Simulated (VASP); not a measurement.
Given:

```yaml
crystal:
  lattice:
    - [1.36920, -2.37152, 0.00000]
    - [1.36920, 2.37152, 0.00000]
    - [0.00000, 0.00000, 4.31900]
  atoms:
    - { symbol: Os, position: [0.33333, 0.66667, 0.25000] }
    - { symbol: Os, position: [0.66667, 0.33333, 0.75000] }
```

Method: PBE GGA with D4 dispersion, VASP's PBE PAW potentials (set 64) (plane waves; VASP). Run with 520 eV cut-off, Gaussian smearing of 0.050 eV, potentials Os.

Give the energies of bands 1 to 11 at the high-symmetry points, in eV from the Fermi level.

```json
[
 {"band": "1", "Γ": "-10.95", "M": "-7.23", "K": "-6.54", "A": "-8.51", "L": "-7.46", "H": "-5.85"},
 {"band": "2", "Γ": "-7.79", "M": "-7.03", "K": "-5.42", "A": "-8.51", "L": "-7.46", "H": "-5.85"},
 {"band": "3", "Γ": "-3.08", "M": "-6.46", "K": "-5.42", "A": "-3.58", "L": "-5.34", "H": "-4.97"},
 {"band": "4", "Γ": "-3.08", "M": "-3.58", "K": "-4.64", "A": "-3.58", "L": "-5.34", "H": "-4.97"},
 {"band": "5", "Γ": "-2.80", "M": "-2.94", "K": "-3.45", "A": "-3.27", "L": "-1.24", "H": "-3.45"},
 {"band": "6", "Γ": "-2.23", "M": "-2.58", "K": "-3.45", "A": "-3.27", "L": "-1.24", "H": "-3.45"},
 {"band": "7", "Γ": "-2.23", "M": "-1.89", "K": "-1.35", "A": "-3.27", "L": "-0.19", "H": "-1.38"},
 {"band": "8", "Γ": "-1.60", "M": "1.98", "K": "1.46", "A": "-3.27", "L": "-0.19", "H": "-1.38"},
 {"band": "9", "Γ": "-1.60", "M": "2.55", "K": "1.46", "A": "0.86", "L": "2.32", "H": "1.59"},
 {"band": "10", "Γ": "0.02", "M": "2.69", "K": "2.04", "A": "0.86", "L": "2.32", "H": "1.59"},
 {"band": "11", "Γ": "1.65", "M": "4.37", "K": "5.33", "A": "0.86", "L": "3.27", "H": "8.29"}
]
```

It has no gap at this level: it comes out as a metal or semimetal.

The compound is Os in the hcp structure. It was relaxed first.
